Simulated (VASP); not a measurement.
Data:

```
In
1.0
   -1.64541     1.64541     2.53491
    1.64541    -1.64541     2.53491
    1.64541     1.64541    -2.53491
In
1
Direct
  0.00000   0.00000   0.00000
```

These are PBE GGA, VASP's PBE PAW potentials (set 64) (plane waves; VASP) values and carry that method's errors. Run with 480 eV cut-off, 14×14×14 Γ-centred mesh, first-order Methfessel-Paxton smearing of 0.10 eV, potentials In.

Unless said otherwise, spin-orbit coupling is left out, though it shifts the bands of the heavy elements here.

Predict the energy per atom (σ→0), band gap (on the k-mesh) with the smallest direct gap where there is one.

| Quantity | Value |
|---|---|
| band gap (on the k-mesh) | none (metal, semimetal or under 0.01 eV) |
| energy per atom (σ→0) | -2.561 eV/atom |

Total energies compare only between runs with the same potentials, cut-off and functional.

The compound is In in the bct structure. It was relaxed first, which changed the volume by +5 %. The start is the result of an earlier pass.
